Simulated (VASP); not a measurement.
These are PBEsol GGA, VASP's PBE PAW potentials (set 64) (plane waves; VASP) values and carry that method's errors.

The input files of a VASP run:

### POSCAR
```
SnTe
1
    0.0000000000     3.1600000000     3.1600000000
    3.1600000000     0.0000000000     3.1600000000
    3.1600000000     3.1600000000     0.0000000000
Sn Te
1 1
Direct
  0.0000000000   0.0000000000   0.0000000000
  0.5000000000   0.5000000000   0.5000000000
```

### KPOINTS
```
Automatic mesh
0
Gamma
7 7 7
0 0 0
```

**INCAR**
```
! general
SYSTEM  = SnTe
PREC    = Accurate
ENCUT   = 520
LREAL   = .FALSE.
LASPH   = .TRUE.

! electronic loop
EDIFF   = 1E-6
NELM    = 100
ALGO    = Normal
LMAXMIX = 4

! smearing
ISMEAR  = 0
SIGMA   = 0.05

! functional
GGA     = PS

! ions
IBRION  = 2
NSW     = 60
ISIF    = 3
EDIFFG  = -0.01

! output
LWAVE   = .FALSE.
LCHARG  = .FALSE.
```

POTCAR, in this order: Sn_d Te (PBE.64 set). Program: vasp_std.

The resulting files:

### OSZICAR
```
       N       E                     dE             d eps       ncg     rms          rms(c)
DAV:   1     0.121696271202E+03    0.12170E+03   -0.96046E+03   560   0.160E+03
DAV:   2     0.234739459210E+01   -0.11935E+03   -0.11677E+03   590   0.365E+02
DAV:   3    -0.811233677352E+01   -0.10460E+02   -0.10429E+02   752   0.990E+01
DAV:   4    -0.838890317560E+01   -0.27657E+00   -0.27649E+00   628   0.175E+01
DAV:   5    -0.840022818733E+01   -0.11325E-01   -0.11325E-01   846   0.337E+00    0.472E+00
DAV:   6    -0.834517482094E+01    0.55053E-01   -0.13253E-01   754   0.325E+00    0.300E+00
DAV:   7    -0.834315008155E+01    0.20247E-02   -0.46092E-02   694   0.153E+00    0.744E-01
DAV:   8    -0.834258558263E+01    0.56450E-03   -0.68008E-03   680   0.814E-01    0.151E-01
DAV:   9    -0.834264247050E+01   -0.56888E-04   -0.49951E-04   668   0.226E-01    0.325E-02
DAV:  10    -0.834263173806E+01    0.10732E-04   -0.49855E-05   680   0.718E-02    0.206E-02
DAV:  11    -0.834263143521E+01    0.30285E-06   -0.25943E-05   694   0.470E-02    0.214E-02
DAV:  12    -0.834263108163E+01    0.35358E-06   -0.22842E-06   500   0.134E-02
   1 F= -.83426311E+01 E0= -.83426311E+01  d E =-.834263E+01
       N       E                     dE             d eps       ncg     rms          rms(c)
DAV:   1    -0.842806608171E+01   -0.85435E-01   -0.18352E+00   680   0.217E+01    0.169E+00
DAV:   2    -0.836129924256E+01    0.66767E-01   -0.11737E-01   680   0.594E+00    0.699E-01
DAV:   3    -0.834554623749E+01    0.15753E-01   -0.46750E-02   686   0.339E+00    0.142E-01
DAV:   4    -0.834510044961E+01    0.44579E-03   -0.13038E-03   614   0.364E-01    0.142E-01
DAV:   5    -0.834487888906E+01    0.22156E-03   -0.18707E-04   796   0.108E-01    0.342E-02
DAV:   6    -0.834487334316E+01    0.55459E-05   -0.25593E-05   698   0.887E-02    0.595E-03
DAV:   7    -0.834487300448E+01    0.33868E-06   -0.81095E-07   286   0.969E-03
   2 F= -.83448730E+01 E0= -.83448730E+01  d E =-.224192E-02
       N       E                     dE             d eps       ncg     rms          rms(c)
DAV:   1    -0.835040808650E+01   -0.55347E-02   -0.11961E-01   680   0.574E+00    0.422E-01
DAV:   2    -0.834622104953E+01    0.41870E-02   -0.71958E-03   680   0.146E+00    0.177E-01
DAV:   3    -0.834519951162E+01    0.10215E-02   -0.30500E-03   686   0.865E-01    0.351E-02
DAV:   4    -0.834516733352E+01    0.32178E-04   -0.83021E-05   606   0.926E-02    0.365E-02
DAV:   5    -0.834514860231E+01    0.18731E-04   -0.12880E-05   812   0.286E-02    0.811E-03
DAV:   6    -0.834514808320E+01    0.51912E-06   -0.16257E-06   280   0.233E-02
   3 F= -.83451481E+01 E0= -.83451481E+01  d E =-.251700E-02
```

**OUTCAR**
```
------------------------ aborting loop because EDIFF is reached ----------------------------------------
  FORCE on cell =-STRESS in cart. coord.  units (eV):
  Direction    XX          YY          ZZ          XY          YZ          ZX
  --------------------------------------------------------------------------------------
  Total       -0.0029547     -0.0029547     -0.0029547      0.0000000      0.0000000      0.0000000
  in kB       -0.0762710     -0.0762710     -0.0762710      0.0000000      0.0000000      0.0000000
  external PRESSURE =      -0.0762710 kB  Pullay stress =       0.0000000 kB
  volume of cell :       62.07
      direct lattice vectors                 reciprocal lattice vectors
     0.000000000  3.142526107  3.142526107    -0.159107668  0.159107668  0.159107668
     3.142526107  0.000000000  3.142526107     0.159107668 -0.159107668  0.159107668
     3.142526107  3.142526107  0.000000000     0.159107668  0.159107668 -0.159107668
 POSITION                                       TOTAL-FORCE (eV/Angst)
 -----------------------------------------------------------------------------------
      0.00000      0.00000      0.00000        -0.000000     -0.000000     -0.000000
      3.14253      3.14253      3.14253         0.000000      0.000000      0.000000
 -----------------------------------------------------------------------------------
    total drift:                                0.000000      0.000000      0.000000
  FREE ENERGIE OF THE ION-ELECTRON SYSTEM (eV)
  ---------------------------------------------------
  free  energy   TOTEN  =        -8.3451480832 eV

  energy  without entropy=       -8.3451480832  energy(sigma->0) =       -8.34514808

 reached required accuracy - stopping structural energy minimisation
```
(Selected blocks of OUTCAR.)

File CONTCAR:
```
SnTe
   1.00000000000000
     0.0000000000000000    3.1425261074166615    3.1425261074166615
     3.1425261074166615    0.0000000000000000    3.1425261074166615
     3.1425261074166615    3.1425261074166615    0.0000000000000000
  Sn              Te
     1     1
Direct
     0.0000000000000000    0.0000000000000000    0.0000000000000000
     0.5000000000000000    0.5000000000000000    0.5000000000000000
```

The compound is SnTe in the rock salt structure, which distorts at low temperature. This run relaxes it. Symmetry was kept, so distortions that lower it aren't found.
